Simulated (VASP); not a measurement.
Here is the system:

```xyz
2
Lattice="0.0000 2.8709 2.8709 2.8709 0.0000 2.8709 2.8709 2.8709 0.0000" Properties=species:S:1:pos:R:3 pbc="T T T"
Ga     0.0000     0.0000     0.0000
As     1.4354     1.4354     1.4354
```

Computed with PBE GGA, VASP's PBE PAW potentials (set 64) (plane waves; VASP 6.6.1). Run with 400 eV cut-off, 7×7×7 Γ-centred mesh, Gaussian smearing of 0.050 eV, potentials Ga_d As.

Problem. Predict the energy per atom (σ→0), band gap (on the k-mesh) with the smallest direct gap where there is one.

Solution. 
```yaml
band gap (on the k-mesh): 0.17 eV
smallest direct gap (on the k-mesh): 0.17 eV
energy per atom (σ→0): -398.7 kJ/mol of atoms
```

Only differences to runs with the same potentials and settings are physical.

The compound is GaAs in the zinc blende structure. It was relaxed first. The start is the result of an earlier pass.
